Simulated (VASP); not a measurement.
The system is TiN (Osbornite).

```xyz
2
Lattice="0.0000 2.1190 2.1190 2.1190 0.0000 2.1190 2.1190 2.1190 0.0000" Properties=species:S:1:pos:R:3 pbc="T T T"
Ti    0.0000    0.0000    0.0000
N     2.1190    2.1190    2.1190
```

```yaml
Program: VASP 6.6.1
Task: relaxation of cell and atoms
Functional: LDA
Potentials_or_basis: VASP PAW LDA potentials, release 64 (Ti_sv, N)
Cutoff: 600 eV
k_mesh: 16 × 16 × 16
Occupations: methfessel-paxton, width 0.1 eV
Spin: no spin polarisation
```

At the start: pressure -12.9 GPa; volume 9.51 Å³/atom.

Problem. How do energy, volume and symmetry change on relaxing?

Solution. Over 4 steps the energy falls by 17.1 meV/atom and the volume is 9.10 Å³/atom (-4.3 %); space group Fm-3m (No. 225, to 0.05 Å).

Step by step:
```
step  energy change (eV)  largest force (eV/Å)  pressure (GPa)  volume (Å³)
   1              0.0000                0.0000          -12.85        19.03
   2              0.0539                0.0000           24.97        17.00
   3             -0.0343                0.0000           -0.26        18.22
   4             -0.0343                0.0000           -0.02        18.20
```

Final structure:
```cif
data_structure
_symmetry_space_group_name_H-M 'P 1'
_symmetry_Int_Tables_number 1
_cell_length_a 2.9527
_cell_length_b 2.9527
_cell_length_c 2.9527
_cell_angle_alpha 60.000
_cell_angle_beta 60.000
_cell_angle_gamma 60.000
_cell_volume 18.20
loop_
_atom_site_label
_atom_site_type_symbol
_atom_site_fract_x
_atom_site_fract_y
_atom_site_fract_z
_atom_site_occupancy
Ti1 Ti 0.00000 0.00000 0.00000 1
N1 N 0.50000 0.50000 0.50000 1
```
